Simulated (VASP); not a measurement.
## Vibrations of GaSb: a test of the settings

Aim: test the modes of GaSb against the numerical settings. The starting structure is a measured crystal structure from the Crystallography Open Database.

Main program and level: VASP 6.6.1; Kohn-Sham DFT with plane waves and PAW; LDA.

The database entry behind the starting cell differs from later determinations by our own check (about 0.4 % long), so it need not match the best structure at ambient conditions.

## Step 1: Starting point

Symmetry: F-43m, No. 216, cubic system. The conventional cell has a = 6.118 Å, b = 6.118 Å, c = 6.118 Å, α = 90.00°, β = 90.00°, γ = 90.00°. Nearest to Sb lie 4 Ga at 2.65 Å. Nearest to Ga lie 4 Sb at 2.65 Å. Farther neighbours are not listed.

As a file:

```xyz
2
Lattice="0.0000 3.0590 3.0590 3.0590 0.0000 3.0590 3.0590 3.0590 0.0000" Properties=species:S:1:pos:R:3 pbc="T T T"
Sb    4.5885    4.5885    4.5885
Ga    0.0000    0.0000    0.0000
```

## Step 2: Reference modes

The cell comes from a relaxation at this level, not shown (55.47 Å³).

Contents of INCAR:

```
SYSTEM = GaSb
PREC = Accurate
ENCUT = 450
EDIFF = 1E-08
NELM = 100
ISMEAR = 1
SIGMA = 0.15
LREAL = .FALSE.
ALGO = Normal
GGA = CA
NBANDS = 15
LORBIT = 11
LWAVE = .FALSE.
LCHARG = .FALSE.
KPAR = 4
IBRION = 8
ISIF = 2
```

Contents of POSCAR:

```
GaSb
1.0
    0.0000000000      3.0269326157      3.0269326157
    3.0269326157      0.0000000000      3.0269326157
    3.0269326157      3.0269326157      0.0000000000
Sb Ga
1 1
Direct
    0.7500000000      0.7500000000      0.7500000000
    0.0000000000      0.0000000000      0.0000000000
```

Contents of KPOINTS:

```
Automatic mesh
0
Gamma
12 12 12
0 0 0
```

Potentials, in the order of the species: Sb and Ga_d (LDA family, release 64).

Command:

```sh
> mpirun -np 4 vasp_std
```

What it wrote:

```text
[banner, memory and clock lines left out]
running    4 mpi-ranks, on    1 nodes
 distrk:  each k-point on    1 cores,    4 groups
 distr:  one band on    1 cores,    1 groups

 POSCAR found type information on POSCAR SbGa
 POSCAR found :  2 types and       2 ions
 LDA part: xc-table for (Slater(with rela. corr.)+CA(PZ))
 , standard interpolation
 POSCAR, INCAR and KPOINTS ok, starting setup
 FFT: planning ... GRIDC
 FFT: planning ... GRID_SOFT
 FFT: planning ... GRID
 WAVECAR not read
 entering main loop
       N       E                     dE             d eps       ncg     rms          rms(c)
DAV:   1     0.785809101092E+02    0.78581E+02   -0.81288E+03  2168   0.138E+03
DAV:   2    -0.266586492173E+01   -0.81247E+02   -0.78266E+02  2475   0.290E+02
DAV:   3    -0.869274105009E+01   -0.60269E+01   -0.60123E+01  2636   0.662E+01
DAV:   4    -0.879902878460E+01   -0.10629E+00   -0.10627E+00  2662   0.998E+00
DAV:   5    -0.880157600688E+01   -0.25472E-02   -0.25472E-02  2868   0.134E+00    0.342E+00
DAV:   6    -0.871043069129E+01    0.91145E-01   -0.76213E-02  3154   0.448E+00    0.199E+00
DAV:   7    -0.867364696378E+01    0.36784E-01   -0.53084E-02  2440   0.185E+00    0.294E-01
DAV:   8    -0.867340340308E+01    0.24356E-03   -0.48549E-03  2719   0.857E-01    0.998E-02
DAV:   9    -0.867348119064E+01   -0.77788E-04   -0.34381E-04  2555   0.164E-01    0.397E-02
DAV:  10    -0.867347418720E+01    0.70034E-05   -0.17422E-05  2841   0.359E-02    0.141E-02
DAV:  11    -0.867347631221E+01   -0.21250E-05   -0.43896E-06  2486   0.197E-02    0.528E-03
DAV:  12    -0.867347627714E+01    0.35066E-07   -0.23347E-07  2727   0.354E-03    0.118E-03
DAV:  13    -0.867347628688E+01   -0.97361E-08   -0.20793E-08  2601   0.131E-03
   1 F= -.86734763E+01 E0= -.86735517E+01  d E =0.226213E-03
 Linear response reoptimize wavefunctions to high precision
DAV:   1    -0.867347628693E+01   -0.50022E-10   -0.75560E-10  2256   0.358E-04
 Linear response DOF=           2
 Linear response progress:
  Degree of freedom:   1/  2
       N       E                     dE             d eps       ncg     rms          rms(c)
RMM:   1    -0.294641230500E-01   -0.29464E-01   -0.83382E-05 16624   0.141E+00
RMM:   2    -0.265299963771E-01    0.29341E-02   -0.38175E-03 15371   0.396E-01    0.681E-02
RMM:   3    -0.264600351782E-01    0.69961E-04   -0.24549E-04 16897   0.106E-01    0.363E-02
RMM:   4    -0.264799208042E-01   -0.19886E-04   -0.61720E-05 17008   0.451E-02    0.459E-03
RMM:   5    -0.264838620293E-01   -0.39412E-05   -0.92313E-06 17733   0.155E-02    0.293E-03
RMM:   6    -0.264758643133E-01    0.79977E-05   -0.75285E-08 17058   0.486E-03    0.610E-04
RMM:   7    -0.264752681193E-01    0.59619E-06    0.45885E-08 17556   0.147E-03    0.280E-04
RMM:   8    -0.264749895663E-01    0.27855E-06   -0.17228E-08 16834   0.534E-04    0.810E-05
RMM:   9    -0.264749870537E-01    0.25126E-08   -0.17806E-09 17612   0.198E-04    0.331E-05
 first order change of Fermi-energy   0.20074E-03
 force on displaced ion       1 direction 1 :  -8.260   0.000   0.000
 Linear response progress:
  Degree of freedom:   2/  2
       N       E                     dE             d eps       ncg     rms          rms(c)
RMM:   1    -0.168292388490E+00   -0.16829E+00    0.94791E-02 10437   0.849E+00
RMM:   2    -0.166852618636E+00    0.14398E-02   -0.28118E-02 15625   0.135E+00    0.405E-02
RMM:   3    -0.166915427583E+00   -0.62809E-04   -0.35289E-03 16135   0.432E-01    0.268E-02
RMM:   4    -0.166857915215E+00    0.57512E-04   -0.17006E-03 17711   0.208E-01    0.140E-02
RMM:   5    -0.166866880159E+00   -0.89649E-05   -0.73659E-05 17304   0.519E-02    0.469E-03
RMM:   6    -0.166871127452E+00   -0.42473E-05   -0.16173E-05 17401   0.214E-02    0.560E-04
RMM:   7    -0.166861976676E+00    0.91508E-05    0.49738E-06 16996   0.951E-03    0.670E-04
RMM:   8    -0.166865669197E+00   -0.36925E-05   -0.74361E-07 17201   0.431E-03    0.222E-04
RMM:   9    -0.166867078378E+00   -0.14092E-05   -0.45387E-07 17088   0.200E-03    0.834E-05
RMM:  10    -0.166867648826E+00   -0.57045E-06   -0.47528E-07 17438   0.996E-04    0.297E-05
RMM:  11    -0.166867717377E+00   -0.68551E-07   -0.46968E-08 17517   0.489E-04    0.119E-05
RMM:  12    -0.166867748540E+00   -0.31163E-07    0.19902E-07 17347   0.252E-04    0.665E-06
RMM:  13    -0.166867868115E+00   -0.11957E-06   -0.16203E-07 17440   0.137E-04    0.192E-06
RMM:  14    -0.166867835259E+00    0.32856E-07    0.17250E-08 17656   0.772E-05    0.182E-06
RMM:  15    -0.166867872834E+00   -0.37575E-07    0.12638E-08 17181   0.485E-05    0.359E-07
RMM:  16    -0.166867867841E+00    0.49925E-08   -0.28136E-08 16446   0.337E-05    0.438E-07
 first order change of Fermi-energy   0.10165E-04
 force on displaced ion       2 direction 1 :  -8.221   0.000   0.000
 Linear response finished
```

Elapsed: 7.8 min, on 4 MPI ranks of AMD EPYC 7R43, shared host; peak memory 1.9 GiB.

The logs omit lines about the potential files and the build; timing stands in the text.

OUTCAR, selected parts (step 2):

```text
ion  position               nearest neighbor table
   1  0.750  0.750  0.750-   2 2.62   2 2.62   2 2.62   2 2.62
   2  0.000  0.000  0.000-   1 2.62   1 2.62   1 2.62   1 2.62

  LATTYP: Found a face centered cubic cell.
 ALAT       =     6.0538652314

 Subroutine GETGRP returns: Found 24 space group operations
 (whereof 24 operations were pure point group operations)

The static configuration has the point symmetry T_d .

 Found     72 irreducible k-points:

   k-points           NKPTS =     72   k-points in BZ     NKDIM =     72   number of bands    NBANDS=     15

   dimension x,y,z NGX =    30 NGY =   30 NGZ =   30
   dimension x,y,z NGXF=    60 NGYF=   60 NGZF=   60

   ENCUT  =  450.0 eV  33.07 Ry    5.75 a.u.   7.40  7.40  7.40*2*pi/ulx,y,z

   NELECT =      18.0000    total number of electrons

 k-points in reciprocal lattice and weights: Automatic mesh
   0.00000000  0.00000000  0.00000000       0.001
   0.08333333  0.00000000  0.00000000       0.005
   0.16666667  0.00000000  0.00000000       0.005
   0.25000000  0.00000000  0.00000000       0.005
   0.33333333  0.00000000  0.00000000       0.005
   0.41666667  0.00000000  0.00000000       0.005
   0.50000000  0.00000000  0.00000000       0.002
   0.08333333  0.08333333  0.00000000       0.003
   0.16666667  0.08333333  0.00000000       0.014
[...]
-0.33333333  0.50000000  0.16666667       0.007
  -0.25000000  0.50000000  0.25000000       0.003

 average (electrostatic) potential at core
       1 -88.3640       2 -66.6030

  Total        0.0002811      0.0002811      0.0002811      0.0000000      0.0000000     -0.0000000
  in kB        0.0081184      0.0081184      0.0081184      0.0000000      0.0000000     -0.0000000
  external PRESSURE =       0.0081184 kB  Pullay stress =       0.0000000 kB

  energy-cutoff  :      450.00
  volume of cell :       55.47
      direct lattice vectors                 reciprocal lattice vectors
     0.000000000  3.026932616  3.026932616    -0.165183723  0.165183723  0.165183723
     3.026932616  0.000000000  3.026932616     0.165183723 -0.165183723  0.165183723
     3.026932616  3.026932616  0.000000000     0.165183723  0.165183723 -0.165183723

 POSITION                                       TOTAL-FORCE (eV/Angst)
 -----------------------------------------------------------------------------------
      4.54040      4.54040      4.54040         0.000000      0.000000      0.000000
      0.00000      0.00000      0.00000        -0.000000     -0.000000     -0.000000
 -----------------------------------------------------------------------------------
    total drift:                                0.000000      0.000000     -0.000000

 Eigenvectors and eigenvalues of the dynamical matrix
 ----------------------------------------------------

   1 f  =    6.737800 THz    42.334844 2PiTHz  224.748805 cm-1    27.865288 meV
             X         Y         Z           dx          dy          dz
      4.540399  4.540399  4.540399     0.000000    0.604359    0.000000
      0.000000  0.000000  0.000000     0.000000   -0.796712    0.000000

   2 f  =    6.737800 THz    42.334844 2PiTHz  224.748805 cm-1    27.865288 meV
             X         Y         Z           dx          dy          dz
      4.540399  4.540399  4.540399    -0.604359    0.000000    0.000000
      0.000000  0.000000  0.000000     0.796712    0.000000    0.000000

   3 f  =    6.737800 THz    42.334844 2PiTHz  224.748805 cm-1    27.865288 meV
             X         Y         Z           dx          dy          dz
      4.540399  4.540399  4.540399     0.000000    0.000000   -0.604359
      0.000000  0.000000  0.000000     0.000000    0.000000    0.796712

   4 f/i=    0.007766 THz     0.048794 2PiTHz    0.259039 cm-1     0.032117 meV
             X         Y         Z           dx          dy          dz
      4.540399  4.540399  4.540399     0.796712    0.000000    0.000000
      0.000000  0.000000  0.000000     0.604359    0.000000    0.000000

   5 f/i=    0.007766 THz     0.048794 2PiTHz    0.259039 cm-1     0.032117 meV
             X         Y         Z           dx          dy          dz
      4.540399  4.540399  4.540399     0.000000   -0.796712    0.000000
      0.000000  0.000000  0.000000     0.000000   -0.604359    0.000000

   6 f/i=    0.007766 THz     0.048794 2PiTHz    0.259039 cm-1     0.032117 meV
             X         Y         Z           dx          dy          dz
      4.540399  4.540399  4.540399     0.000000    0.000000    0.796712
      0.000000  0.000000  0.000000     0.000000    0.000000    0.604359

 ELASTIC MODULI CONTR FROM IONIC RELAXATION (kBar)
 Direction    XX          YY          ZZ          XY          YZ          ZX
 --------------------------------------------------------------------------------
 XX          -0.0000      0.0000      0.0000     -0.0000      0.0000     -0.0000
 YY           0.0000     -0.0000     -0.0000     -0.0000     -0.0000      0.0000
 ZZ           0.0000     -0.0000     -0.0000      0.0000     -0.0000     -0.0000
 XY          -0.0000     -0.0000      0.0000   -180.9523      0.0000      0.0000
 YZ           0.0000     -0.0000     -0.0000      0.0000   -180.9523      0.0000
 ZX          -0.0000      0.0000     -0.0000      0.0000      0.0000   -180.9523
 --------------------------------------------------------------------------------
```

Energies printed during the response cycles are not total energies of the cell. Methfessel-Paxton smearing is not meant for a cell with a gap.

Reference: the zone-centre mode is T2 224.7 cm⁻¹.

## Step 3: Modes with a 7×7×7 mesh

Against step 2 the input has a 7×7×7 mesh.

INCAR is that of step 2.

POSCAR is that of step 2.

Contents of KPOINTS:

```
Automatic mesh
0
Gamma
7 7 7
0 0 0
```

Command:

```sh
> mpirun -np 4 vasp_std
```

What it wrote:

```text
[... set-up lines as in an earlier step ...]
 entering main loop
       N       E                     dE             d eps       ncg     rms          rms(c)
DAV:   1     0.760116878164E+02    0.76012E+02   -0.79509E+03   600   0.136E+03
DAV:   2    -0.298158211415E+01   -0.78993E+02   -0.76709E+02   663   0.282E+02
DAV:   3    -0.868504487933E+01   -0.57035E+01   -0.56895E+01   740   0.643E+01
DAV:   4    -0.878622609489E+01   -0.10118E+00   -0.10117E+00   714   0.969E+00
[...]
DAV:  12    -0.865809084864E+01    0.30951E-07   -0.22713E-07   754   0.376E-03    0.119E-03
DAV:  13    -0.865809085896E+01   -0.10314E-07   -0.19070E-08   726   0.110E-03    0.674E-04
DAV:  14    -0.865809085888E+01    0.79126E-10   -0.79511E-10   503   0.402E-04
   1 F= -.86580909E+01 E0= -.86580436E+01  d E =-.141730E-03
 Linear response reoptimize wavefunctions to high precision
DAV:   1    -0.865809085879E+01    0.85493E-10   -0.34137E-10   531   0.159E-04
 Linear response DOF=           2
 Linear response progress:
  Degree of freedom:   1/  2
[...]
RMM:   7    -0.265162548617E-01    0.37761E-06    0.12261E-07  4018   0.149E-03    0.303E-04
RMM:   8    -0.265160185509E-01    0.23631E-06    0.16564E-08  3867   0.509E-04    0.539E-05
RMM:   9    -0.265160124190E-01    0.61319E-08    0.29878E-09  3975   0.188E-04    0.362E-05
 first order change of Fermi-energy   0.23256E-03
 force on displaced ion       1 direction 1 :  -8.096   0.000   0.000
 Linear response progress:
  Degree of freedom:   2/  2
       N       E                     dE             d eps       ncg     rms          rms(c)
RMM:   1    -0.168366662616E+00   -0.16837E+00    0.95251E-02  2384   0.850E+00
RMM:   2    -0.166802969892E+00    0.15637E-02   -0.26992E-02  3530   0.133E+00    0.410E-02
RMM:   3    -0.166954581910E+00   -0.15161E-03   -0.38718E-03  3671   0.428E-01    0.273E-02
RMM:   4    -0.166761168999E+00    0.19341E-03   -0.69799E-04  4020   0.204E-01    0.138E-02
[...]
RMM:  17    -0.166864686492E+00   -0.22511E-07    0.56318E-08  3572   0.159E-05    0.178E-07
RMM:  18    -0.166864671222E+00    0.15270E-07   -0.79572E-08  2897   0.119E-05    0.181E-07
RMM:  19    -0.166864664502E+00    0.67196E-08    0.22465E-08  2627   0.100E-05    0.172E-07
 first order change of Fermi-energy   0.22820E-04
 force on displaced ion       2 direction 1 :  -8.057   0.000   0.000
 Linear response finished
```

The job ended after 2.5 min (4 MPI ranks; peak memory 0.88 GiB).

Parts of OUTCAR (step 3):

```text
  Total        0.0011349      0.0011349      0.0011349      0.0000000      0.0000000     -0.0000000
  in kB        0.0327808      0.0327808      0.0327808      0.0000000      0.0000000     -0.0000000
  external PRESSURE =       0.0327808 kB  Pullay stress =       0.0000000 kB

 POSITION                                       TOTAL-FORCE (eV/Angst)
 -----------------------------------------------------------------------------------
      4.54040      4.54040      4.54040        -0.000000     -0.000000     -0.000000
      0.00000      0.00000      0.00000         0.000000      0.000000      0.000000
 -----------------------------------------------------------------------------------
    total drift:                                0.000000      0.000000     -0.000000

[... 1 part as in an earlier step ...]

[... 1 further part left out ...]
```

With a 7×7×7 mesh the mode is T2 222.5 cm⁻¹, -2.2 cm⁻¹ from the reference.

## Step 4: Modes with a cutoff of 280 eV

Against step 2 the input has ENCUT = 280.

Edit INCAR of step 3 so:

```diff
@@ -2,3 +2,3 @@
 PREC = Accurate
-ENCUT = 450
+ENCUT = 280
 EDIFF = 1E-08
```

POSCAR is that of step 3.

Contents of KPOINTS:

```
Automatic mesh
0
Gamma
12 12 12
0 0 0
```

Command:

```sh
> mpirun -np 4 vasp_std
```

What it wrote:

```text
[... set-up lines as in an earlier step ...]
 entering main loop
       N       E                     dE             d eps       ncg     rms          rms(c)
DAV:   1     0.642332746063E+02    0.64233E+02   -0.65685E+03  2175   0.106E+03
DAV:   2    -0.411096031885E+01   -0.68344E+02   -0.66380E+02  2601   0.228E+02
DAV:   3    -0.872676641077E+01   -0.46158E+01   -0.46043E+01  2580   0.559E+01
DAV:   4    -0.879793049786E+01   -0.71164E-01   -0.71132E-01  2750   0.776E+00
[...]
DAV:  12    -0.867173982323E+01    0.44948E-07   -0.24254E-07  2734   0.336E-03    0.108E-03
DAV:  13    -0.867173983437E+01   -0.11136E-07   -0.19207E-08  2577   0.132E-03    0.665E-04
DAV:  14    -0.867173983392E+01    0.44884E-09   -0.54961E-10  1640   0.251E-04
   1 F= -.86717398E+01 E0= -.86718151E+01  d E =0.225868E-03
 Linear response reoptimize wavefunctions to high precision
DAV:   1    -0.867173983360E+01    0.31741E-09   -0.31224E-10  1997   0.152E-04
DAV:   2    -0.867173983360E+01    0.45475E-11   -0.50916E-11  1304   0.649E-05
 Linear response DOF=           2
 Linear response progress:
[...]
RMM:   7    -0.263699397553E-01    0.20065E-06   -0.42367E-08 17393   0.137E-03    0.297E-04
RMM:   8    -0.263696249915E-01    0.31476E-06   -0.20183E-08 16627   0.464E-04    0.711E-05
RMM:   9    -0.263696343074E-01   -0.93160E-08    0.10651E-09 17285   0.163E-04    0.209E-05
 first order change of Fermi-energy   0.20254E-03
 force on displaced ion       1 direction 1 :  -8.264   0.000   0.000
 Linear response progress:
  Degree of freedom:   2/  2
       N       E                     dE             d eps       ncg     rms          rms(c)
RMM:   1    -0.168417596997E+00   -0.16842E+00    0.74570E-02 10450   0.820E+00
RMM:   2    -0.166773299957E+00    0.16443E-02   -0.27360E-02 15637   0.128E+00    0.410E-02
RMM:   3    -0.166822709839E+00   -0.49410E-04   -0.33249E-03 16004   0.389E-01    0.266E-02
RMM:   4    -0.166735413885E+00    0.87296E-04   -0.14356E-03 17556   0.182E-01    0.130E-02
[...]
RMM:  13    -0.166750789135E+00   -0.26217E-07    0.13762E-07 17386   0.114E-04    0.263E-06
RMM:  14    -0.166750802786E+00   -0.13651E-07   -0.37965E-08 17411   0.603E-05    0.313E-06
RMM:  15    -0.166750808729E+00   -0.59437E-08    0.58056E-10 16948   0.341E-05    0.251E-07
 first order change of Fermi-energy   0.16012E-04
 force on displaced ion       2 direction 1 :  -8.364  -0.000  -0.000
 Linear response finished
```

The job ended after 3.9 min (4 MPI ranks; peak memory 1.2 GiB).

OUTCAR, selected parts (step 4):

```text
  Total       -0.1260194     -0.1260194     -0.1260194      0.0000000      0.0000000      0.0000000
  in kB       -3.6400702     -3.6400702     -3.6400702      0.0000000      0.0000000      0.0000000
  external PRESSURE =      -3.6400702 kB  Pullay stress =       0.0000000 kB

 POSITION                                       TOTAL-FORCE (eV/Angst)
 -----------------------------------------------------------------------------------
      4.54040      4.54040      4.54040         0.000000      0.000000      0.000000
      0.00000      0.00000      0.00000        -0.000000     -0.000000     -0.000000
 -----------------------------------------------------------------------------------
    total drift:                                0.000002      0.000002      0.000003

[... 1 part as in an earlier step ...]

[... 1 further part left out ...]
```

With a cutoff of 280 eV the mode is T2 226.0 cm⁻¹, +1.3 cm⁻¹ from the reference.

[end of part 1 of 2]

[Lines on the potential files, build, host, timing and source positions are cut from VASP's logs without a mark.]

[Logs are printed without paths, hosts, clocks, repeated set-up lines and the standing remarks that a program may print on its own settings, such as how far it seeks lower states.]

[Hosts, paths, dates, database ids (printed as entryN), source tags and the programs' standing remarks are cut or masked in the printed files.]
